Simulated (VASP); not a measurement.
OSZICAR of a VASP run on KZnF₃ (cubic perovskite):

File OSZICAR:
```
       N       E                     dE             d eps       ncg     rms          rms(c)
DAV:   1     0.519521088314E+03    0.51952E+03   -0.24189E+04  1016   0.232E+03
DAV:   2     0.463565900513E+02   -0.47316E+03   -0.45954E+03  1348   0.579E+02
DAV:   3    -0.446471733300E+01   -0.50821E+02   -0.50484E+02  1204   0.202E+02
DAV:   4    -0.701545443830E+01   -0.25507E+01   -0.25433E+01  1702   0.508E+01
DAV:   5    -0.705561085966E+01   -0.40156E-01   -0.40107E-01  1359   0.492E+00    0.118E+02
DAV:   6    -0.166464730387E+02   -0.95909E+01   -0.26226E+02  1024   0.212E+02    0.468E+01
DAV:   7    -0.208529474116E+02   -0.42065E+01   -0.76033E+00  1486   0.367E+01    0.310E+01
DAV:   8    -0.205984091208E+02    0.25454E+00   -0.70439E+00  1414   0.283E+01    0.173E+01
DAV:   9    -0.205857545797E+02    0.12655E-01   -0.20404E+00  1351   0.166E+01    0.168E+01
DAV:  10    -0.202362446333E+02    0.34951E+00   -0.59902E-01  1297   0.117E+01    0.214E+00
DAV:  11    -0.206385503980E+02   -0.40231E+00   -0.24298E-01  1087   0.579E+00    0.437E-01
DAV:  12    -0.206405430125E+02   -0.19926E-02   -0.10628E-02  1596   0.106E+00    0.293E-01
DAV:  13    -0.206394220270E+02    0.11210E-02   -0.16922E-02  1254   0.151E+00    0.445E-01
DAV:  14    -0.206403062351E+02   -0.88421E-03   -0.22104E-03  1138   0.461E-01    0.118E-01
DAV:  15    -0.206406385294E+02   -0.33229E-03   -0.98878E-04  1404   0.342E-01    0.447E-02
DAV:  16    -0.206406651098E+02   -0.26580E-04   -0.10984E-04  1120   0.103E-01    0.263E-02
DAV:  17    -0.206406821529E+02   -0.17043E-04   -0.23189E-05  1297   0.506E-02    0.636E-03
DAV:  18    -0.206406860270E+02   -0.38741E-05   -0.44332E-06  1598   0.282E-02    0.661E-03
DAV:  19    -0.206406875819E+02   -0.15549E-05   -0.11599E-06  1116   0.155E-02    0.125E-03
DAV:  20    -0.206406876088E+02   -0.26916E-07   -0.16244E-07   755   0.895E-03
   1 F= -.20640688E+02 E0= -.20640688E+02  d E =-.426951E-15
```

**Question.** Which electronic solver shows in the log?

**Answer.** It is blocked Davidson (ALGO = Normal, or the opening steps of other solvers). The INCAR had ALGO = Normal.

**Question.** Can the final energy be trusted as converged?

**Answer.** The calculation finished and met its thresholds. It stopped with EDIFF = 1E-7, NELM = 100 (revTPSS meta-GGA, plane waves, VASP's PBE PAW potentials (set 64)).

The compound is KZnF3 in the cubic perovskite structure. It was relaxed first.
